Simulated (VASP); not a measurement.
Consider the following.

```
YSi
1.0
    0.00000     2.90689     2.90689
    2.90689     0.00000     2.90689
    2.90689     2.90689     0.00000
Y Si
1 1
Direct
  0.00000   0.00000   0.00000
  0.50000   0.50000   0.50000
```

All values below come from PBE GGA, VASP's PBE PAW potentials (set 64) (plane waves; VASP). Settings: 400 eV cut-off, Gaussian smearing of 0.050 eV, potentials Y_sv Si.

Q: Give the energies of bands 5 to 10 at the high-symmetry points, in eV from the Fermi level.

A: 
```
band      Γ      X      U      L      W
----  -----  -----  -----  -----  -----
5     -7.99  -6.45  -6.15  -5.85  -6.10
6      1.89  -1.53  -1.53  -3.19  -1.21
7      1.89   0.03  -1.39  -0.64  -1.21
8      1.89   0.86   0.01  -0.64  -0.95
9      2.33   0.86   2.06   4.45   3.62
10     2.33   3.59   4.63   4.45   3.62
```

It has no gap at this level: it comes out as a metal or semimetal.

The structure was generated: YSi was put into the rock salt type (Fm-3m), which need not be its known phase. It was relaxed first, which changed the volume by -28 %. The electron count is odd and the run is not spin-polarised, which forces a metal.
